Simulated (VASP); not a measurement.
Crystal: Bi3SbO3.

```
Sb Bi O
1.0
     5.28748    0.00000    0.00000
    -2.64374    4.57910    0.00000
     0.00000    0.00000    7.40191
Sb Bi O
1 3 3
Direct
  0.00000 0.00000 0.50000
  0.50000 0.00000 0.00000
  0.00000 0.50000 0.00000
  0.50000 0.50000 0.00000
  0.33333 0.66667 0.50000
  0.66667 0.33333 0.50000
  0.00000 0.00000 0.00000
```

The cell was built by a generator and needn't be a form met in nature.

- Program: VASP 6.6.1
- Task: relaxation of cell and atoms
- Functional: PBE
- Potentials or basis: VASP PAW PBE potentials, release 64 (Sb, Bi_d, O)
- Cutoff: 520 eV
- k mesh: 3 × 3 × 2
- Occupations: gaussian, width 0.15 eV
- Spin: no spin polarisation

At the start: pressure 14.1 GPa; volume 25.60 Å³/atom.

Q: How do energy, volume and symmetry change on relaxing?

A: Over 16 steps the energy falls by 1687.7 meV/atom and the volume is 20.13 Å³/atom (-21.4 %); space group P6/mmm (No. 191, to 0.05 Å).

Step by step:
| step | energy change (eV) | largest force (eV/Å) | pressure (GPa) | volume (Å³) |
| --- | --- | --- | --- | --- |
| 1 | 0.0000 | 0.0000 | 14.14 | 179.21 |
| 2 | -1.8117 | 0.0000 | -8.34 | 241.01 |
| 3 | -2.4705 | 0.0000 | -2.70 | 214.92 |
| 4 | -2.4712 | 0.0000 | -3.18 | 216.26 |
| 5 | -3.3483 | 0.0000 | -4.45 | 203.69 |
| 6 | -6.3289 | 0.0000 | -5.82 | 175.05 |
| 7 | -8.5130 | 0.0000 | 40.44 | 112.89 |
| 8 | -8.5450 | 0.0000 | -4.16 | 156.84 |
| 9 | -10.8054 | 0.0000 | 4.37 | 135.27 |
| 10 | -10.9294 | 0.0000 | 15.76 | 124.18 |
| 11 | -11.0710 | 0.0000 | 10.72 | 128.43 |
| 12 | -11.2995 | 0.0000 | 11.58 | 128.02 |
| 13 | -11.3033 | 0.0000 | 12.77 | 127.60 |
| 14 | -11.3211 | 0.0000 | 12.24 | 127.78 |
| 15 | -11.5946 | 0.0000 | 7.79 | 132.14 |
| 16 | -11.8142 | 0.0000 | 0.45 | 140.92 |

Final structure:
```
Sb Bi O
1.0
     6.48435    0.00000    0.00000
    -3.24217    5.61561    0.00000
     0.00000    0.00000    3.87003
Sb Bi O
1 3 3
Direct
  0.00000 0.00000 0.50000
  0.50000 0.00000 0.00000
  0.00000 0.50000 0.00000
  0.50000 0.50000 0.00000
  0.33333 0.66667 0.50000
  0.66667 0.33333 0.50000
  0.00000 0.00000 0.00000
```

Caveat: the k mesh is coarse (spacing up to 0.46 Å⁻¹), so the values aren't converged; the volume moved by over 15 % at a fixed basis, so the end points are rough.
